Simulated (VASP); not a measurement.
```
MgO
1.0
    0.00000     2.12345     2.12345
    2.12345     0.00000     2.12345
    2.12345     2.12345     0.00000
Mg O
1 1
Cartesian
  0.00000   0.00000   0.00000
  2.12345   2.12345   2.12345
```

All values below come from HSE06 screened hybrid, VASP's PBE PAW potentials (set 64) (plane waves; VASP). Settings: 520 eV cut-off, 8×8×8 Γ-centred mesh, Gaussian smearing of 0.050 eV, potentials Mg O.

Give the stress tensor in GPa (positive for a compressed cell).

```
-5.42   0.00   0.00
 0.00  -5.42   0.00
 0.00   0.00  -5.42
```
The pressure is its mean diagonal, -5.42 GPa.

The compound is MgO in the rock salt structure. It was relaxed first. The cell's shape comes from a PBE relaxation.
